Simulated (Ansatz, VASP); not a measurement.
**Two plane-wave programs on TiSiTe4**

```
Ti Si Te
1.0
     6.11430    0.00000    0.00000
    -3.05715    5.29514    0.00000
     0.00000    0.00000    7.40848
Ti Si Te
1 1 4
Direct
  0.00000 0.00000 0.14942
  0.00000 0.00000 0.46882
  0.50000 0.00000 0.27686
  0.00000 0.50000 0.27686
  0.50000 0.50000 0.27686
  0.00000 0.00000 0.79018
```

Alike in both runs: functional PBE; k mesh 3 × 3 × 4; occupations gaussian, width 0.1 eV; no spin polarisation.

Ansatz relaxed the structure, and its values are those at the end. VASP's run is a single point on that final structure, the one shown.

```csv
,VASP,Ansatz
version,VASP 6.6.1,Ansatz 0.2.0
potentials or method,"VASP PAW PBE potentials, release 64 (Ti_sv, Si, Te)","scalar-relativistic, plane waves, PAW"
plane-wave cutoff (eV),520,420
valence electrons in the cell,40,80
```

```tsv
	VASP	Ansatz	Ansatz less VASP
gap on the k mesh at the Fermi level (eV)	none	none	-
pressure (GPa)	0.0	0.0	-0.01
rms of the force components (eV/Å)	0.007	0.002	-0.0047
```

A gap of «none» marks a metal or a gap that the smearing closes. With one functional, cell and mesh, what is left measures potentials, basis and numerics. The two sets of potentials don't hold the same shells in valence.

Caveats: the k mesh is coarse (spacing up to 0.40 Å⁻¹), so the values aren't converged. Spin-orbit coupling is left out, which matters for the levels of Te.
